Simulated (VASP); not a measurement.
Runs of VASP 6.6.1 on Rh. The structure is cubic, space group Fm-3m (No. 225). Conventional cell: a = 3.796 Å, b = 3.796 Å, c = 3.796 Å, α = 90.00°, β = 90.00°, γ = 90.00°. Rh (site symmetry m-3m) is surrounded by 12 Rh at 2.68 Å. 

| level | potentials or basis | gap on the mesh (eV) | pressure (GPa) | relaxed volume (Å³/atom) |
| --- | --- | --- | --- | --- |
| RPBE | VASP PAW PBE potentials, release 64 (Rh_pv) | none | 0.0 | 14.31 |
| r2SCAN+rVV10 | VASP PAW PBE potentials, release 64 (Rh_pv) | none | 0.0 | 13.65 |
| LDA | VASP PAW LDA potentials, release 64 (Rh_pv) | none | -0.1 | (a) |
| rev-vdW-DF2 | VASP PAW PBE potentials, release 64 (Rh_pv) | none | 0.0 | 13.79 |
| PBE+D3(BJ) | VASP PAW PBE potentials, release 64 (Rh_pv) | none | 0.0 | 13.64 |
| PBE | VASP PAW PBE potentials, release 64 (Rh_pv) | none | -0.1 | (b) |

Alike in all rows: task relaxation of cell and atoms; no spin polarisation; cell relaxed; k mesh 16 × 16 × 16; cutoff (eV) 600; smearing methfessel-paxton 0.1 eV.

Problem. Estimate the missing entries.

Solution. (a) 13.26; (b) 14.05.

Caveats: the PAW data sets were made with another functional, which shifts forces and pressure a little (some runs); pairwise dispersion overbinds metals, which lowers pressure and volume (some runs).

A k mesh can miss the band edges, and the runs leave out spin-orbit coupling on Rh.

A gap of «none» marks a metal or a gap under the smearing width.

Not every run made on this cell is shown here.
